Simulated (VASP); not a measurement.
An input for Quantum ESPRESSO's pw.x (written as the equivalent of a VASP run, and not itself run):

```
&CONTROL
  calculation = 'scf'
  pseudo_dir = './pseudo'
  outdir = './out'
  tprnfor = .true.
  tstress = .true.
/
&SYSTEM
  ibrav = 0
  nat = 2
  ntyp = 2
  ecutwfc = 82
  occupations = 'smearing'
  smearing = 'gaussian'
  degauss = 0.003675
  input_dft = 'pw91'
/
&ELECTRONS
  conv_thr = 7.3e-09
  electron_maxstep = 100
/
ATOMIC_SPECIES
  Ag 107.868 Ag.upf
  Cl 35.450 Cl.upf
CELL_PARAMETERS angstrom
     0.0000000    2.7395728    2.7395728
     2.7395728    0.0000000    2.7395728
     2.7395728    2.7395728    0.0000000
ATOMIC_POSITIONS crystal
  Ag   0.0000000  0.0000000  0.0000000
  Cl   0.5000000  0.5000000  0.5000000
K_POINTS automatic
  8 8 8 0 0 0
```

Task: Translate this input to VASP (INCAR, KPOINTS, POSCAR, choice of POTCAR).

Result: This is not unique; one that fits is 
INCAR:
```
SYSTEM=AgCl
PREC=Accurate; ENCUT=520; LREAL=.FALSE.
LASPH=.TRUE.
EDIFF=1E-7; NELM=100; ALGO=Normal
LMAXMIX=4
ISMEAR=0; SIGMA=0.05
GGA=91
ISIF=2
LWAVE=.FALSE.; LCHARG=.FALSE.
```

**POSCAR**
```
AgCl
1
    0.0000000000     2.7395727841     2.7395727841
    2.7395727841     0.0000000000     2.7395727841
    2.7395727841     2.7395727841     0.0000000000
Ag Cl
1 1
Direct
  0.0000000000   0.0000000000   0.0000000000
  0.5000000000   0.5000000000   0.5000000000
```

File KPOINTS:
```
Automatic mesh
0
Gamma
8 8 8
0 0 0
```

POTCAR, in this order: Ag Cl (PBE.64 set). Program: vasp_std.

The two are equivalent in intent, not identical: the potentials are each code's own (VASP's PAW set, PseudoDojo norm-conserving files in pw.x), so ENCUT and ecutwfc are chosen apart and not converted; conv_thr bounds pw.x's estimated SCF error, while EDIFF bounds the energy change between steps.

The compound is AgCl in the rock salt structure. This cell is one point of a volume scan, at 0.94 of the reference volume.
